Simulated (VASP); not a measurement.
Consider the following.

```yaml
crystal:
  lattice:
    - [1.66351, -5.24555, 0.00000]
    - [1.66351, 5.24555, 0.00000]
    - [0.00000, 0.00000, 4.35004]
  atoms:
    - { symbol: P, position: [0.10311, 0.89689, 0.92192] }
    - { symbol: P, position: [0.39689, 0.60311, 0.42192] }
    - { symbol: P, position: [0.60311, 0.39689, 0.57808] }
    - { symbol: P, position: [0.89689, 0.10311, 0.07808] }
```

Calculation: optB86b-vdW, VASP's PBE PAW potentials (set 64) (plane waves; VASP). Settings: 520 eV cut-off, 11×11×8 Γ-centred mesh, tetrahedra with Blöchl corrections, potentials P.

The cores are frozen, which limits the accuracy of field gradients.

Task: Give the principal components of the electric field gradient (V/Å²) and the asymmetry η at each nucleus.

Result: 
```json
[
 {"atom": "P1", "Vxx": "38.1", "Vyy": "32.6", "Vzz": "-70.7", "η": "0.08"},
 {"atom": "P2", "Vxx": "38.1", "Vyy": "32.6", "Vzz": "-70.7", "η": "0.08"},
 {"atom": "P3", "Vxx": "38.1", "Vyy": "32.6", "Vzz": "-70.7", "η": "0.08"},
 {"atom": "P4", "Vxx": "38.1", "Vyy": "32.6", "Vzz": "-70.7", "η": "0.08"}
]
```

The compound is P in the black structure. It was relaxed first.
